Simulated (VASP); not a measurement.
Data:

```cif
data_V2
_chemical_formula_sum 'V2'
_space_group_name_H-M_alt 'Im-3m'
_space_group_IT_number 229
_space_group_name_Hall '-I 4 2 3'
_cell_length_a 2.95883
_cell_length_b 2.95883
_cell_length_c 2.95883
_cell_angle_alpha 90.000
_cell_angle_beta 90.000
_cell_angle_gamma 90.000
loop_
_atom_site_label
_atom_site_type_symbol
_atom_site_symmetry_multiplicity
_atom_site_Wyckoff_symbol
_atom_site_fract_x
_atom_site_fract_y
_atom_site_fract_z
_atom_site_occupancy
V1 V 2 a 0.00000 0.00000 0.00000 1
```
(The calculation used a cell of 1 atom; values per cell refer to that cell.)

Calculation: AM05 GGA, VASP's PBE PAW potentials (set 64) (plane waves; VASP). Run with 520 eV cut-off, 17×17×17 Γ-centred mesh, first-order Methfessel-Paxton smearing of 0.10 eV, potentials V_sv.

Task: Give the energy at these volumes per atom, relative to the lowest: 12.16, 12.55, 12.94, 13.33, 13.72 Å³.

Result: 31.7, 7.7, 0.0, 6.3, 24.7 meV/atom. A third-order Birch-Murnaghan fit gives B0 = 192 GPa and B0′ = 3.9.

Measured: bulk modulus 161 GPa at 0 K (computed value off by +19.1 %), as given by H. Levämäki et al., Physical Review B (2014), arXiv:1402.3671 [corrected for temperature and zero-point phonon effects]; a 3.021 Å at 0 K (computed value off by -2.1 %), as given by Daniel Mejia-Rodriguez et al., Physical Review B (2018), arXiv:1807.09216 [static lattice: zero-point anharmonic expansion removed].

The compound is V in the bcc structure. It was relaxed first, which changed the volume by -7 %. The run is not spin-polarised, so no magnetic state was tried.
